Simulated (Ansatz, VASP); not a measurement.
**BeSb: VASP beside Ansatz**

```xyz
2
Lattice="3.8791 0.0000 0.0000 -1.9396 3.3594 0.0000 0.0000 0.0000 3.0375" Properties=species:S:1:pos:R:3 pbc="T T T"
Be    0.0000    0.0000    0.0000
Sb    0.0000    2.2396    1.5188
```

The cell was built by a generator and needn't be a form met in nature.

Alike in both runs: task single point; functional HSE(alpha, omega); k mesh 4 × 4 × 5; occupations fermi-dirac, width 0.05 eV; no spin polarisation.

```csv
,VASP,Ansatz
version,VASP 6.6.1,Ansatz 0.2.0
potentials or method,"VASP PAW PBE potentials, release 64 (Be, Sb)",Ansatz PAW
plane-wave cutoff (eV),520,420
valence electrons in the cell,7,17
```

|  | VASP | Ansatz | Ansatz less VASP |
| --- | --- | --- | --- |
| gap on the k mesh at the Fermi level (eV) | none | none | - |
| pressure (GPa) | -2.0 | -1.6 | +0.39 |
| largest component of the traceless stress (GPa) | 0.99 | 1.08 | +0.094 |

A gap of «none» marks a metal or a gap that the smearing closes. The functional is the same, so the differences come from potentials, cutoffs and numerics. The two sets of potentials don't hold the same shells in valence.

Caveats: the k mesh is coarse (spacing up to 0.47 Å⁻¹), so the values aren't converged, least of all with exact exchange; the PAW data sets were made with another functional, which shifts forces and pressure a little (VASP); the PAW data sets come from PBE, with cores solved anew for the run's functional, which leaves a small shift of forces and pressure (Ansatz); the thresholds are loose for stress (Ansatz). The runs have no spin-orbit coupling, so splittings on Sb are missing.
